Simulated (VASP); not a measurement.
Wanted: the native input for a VASP 6.6.1 run.

* Task: single point
* Functional: PBE
* Potentials or basis: VASP PAW PBE potentials, release 64 (Ta_pv, Ge_d, I)
* Cutoff: 520 eV
* k mesh: 10 × 10 × 4
* Occupations: gaussian, width 0.1 eV
* Spin: no spin polarisation
* Dipole correction: no
* Further INCAR settings: ALGO = Fast; EDIFF = 1e-06; NBANDS = 41

The structure of TaGeI lies in POSCAR:

```
TaGeI
1.0
    3.6398449566      0.0000000000      0.0000000000
    0.0000000000      3.6398449566      0.0000000000
    0.0000000000      0.0000000000     10.8315230335
Ta Ge I
2 2 2
Direct
    0.5000000000      0.0000000000      0.1826809675
    0.0000000000      0.5000000000      0.8173190325
    0.5000000000      0.5000000000      0.0000000000
    0.0000000000      0.0000000000      0.0000000000
    0.5000000000      0.0000000000      0.6754319107
    0.0000000000      0.5000000000      0.3245680893
```

The cell was built by a generator and needn't be a form met in nature.

The cell isn't the ideal one: species swapped into the MnCoSb type (P4/nmm, No. 129).

The input as run:

INCAR

```
PREC = Accurate
ENCUT = 520
EDIFF = 1E-6
ISMEAR = 0
SIGMA = 0.1
LREAL = False
LASPH = True
NELM = 100
ALGO = Fast
ISIF = 2
LWAVE = False
LCHARG = False
GGA = PE
NBANDS = 41
```

KPOINTS

```
Automatic mesh
0
Gamma
  10 10 4
```

Potentials or basis: VASP PAW PBE potentials, release 64 (Ta_pv, Ge_d, I).

Run with:

```sh
$ cat potpaw_PBE.64/Ta_pv/POTCAR potpaw_PBE.64/Ge_d/POTCAR potpaw_PBE.64/I/POTCAR > POTCAR
$ mpirun -np 1 vasp_std > vasp.out
```

Results of the run:

* Pressure: 0.0 GPa
* Largest force: 0.013 eV/Å
* Band gap on the k mesh: none (metal or under the smearing width)

Caveat: this functional lacks dispersion, which binds the layers, so the pressure and a relaxed spacing across them are unreliable.

It took 6 min on 1 thread of Intel(R) Xeon(R) Platinum 8488C (Sapphire Rapids) (shared host), peak memory 0.47 GiB.
